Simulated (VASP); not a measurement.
The system is Te4O.

```xyz
5
Lattice="5.0835 0.0000 0.0000 0.0000 5.0835 0.0000 0.0000 0.0000 5.0835" Properties=species:S:1:pos:R:3 pbc="T T T"
Te    0.0000    2.5417    2.5417
Te    2.5417    2.5417    0.0000
Te    2.5417    0.0000    2.5417
Te    0.0000    0.0000    0.0000
O     2.5417    2.5417    2.5417
```

The cell was built by a generator and needn't be a form met in nature.

```yaml
Program: VASP 6.6.1
Task: relaxation of cell and atoms
Functional: AM05
Dispersion: D4
Potentials_or_basis: VASP PAW PBE potentials, release 64 (Te, O)
Cutoff: 580 eV
k_mesh: 5 × 5 × 5
Occupations: fermi-dirac, width 0.1 eV
Spin: no spin polarisation
```

At the start: pressure -8.8 GPa; volume 26.27 Å³/atom.

Where does the relaxation end?

Over 3 steps the energy falls by 124.3 meV/atom and the volume is 22.40 Å³/atom (-14.8 %); space group Pm-3m (No. 221, to 0.05 Å).

Step by step:
```
step  energy change (eV)  largest force (eV/Å)  pressure (GPa)  volume (Å³)
   1              0.0000                0.0000           -8.81       131.37
   2             -0.5261                0.0000            5.24       105.78
   3             -0.6217                0.0000           -0.01       111.98
```

Final structure:
```
Te O
1.0
     4.81994    0.00000    0.00000
     0.00000    4.81994    0.00000
     0.00000    0.00000    4.81994
Te O
4 1
Direct
  0.00000 0.50000 0.50000
  0.50000 0.50000 0.00000
  0.50000 0.00000 0.50000
  0.00000 0.00000 0.00000
  0.50000 0.50000 0.50000
```

Caveat: the PAW data sets were made with another functional, which shifts forces and pressure a little; pairwise dispersion overbinds metals, which lowers pressure and volume.
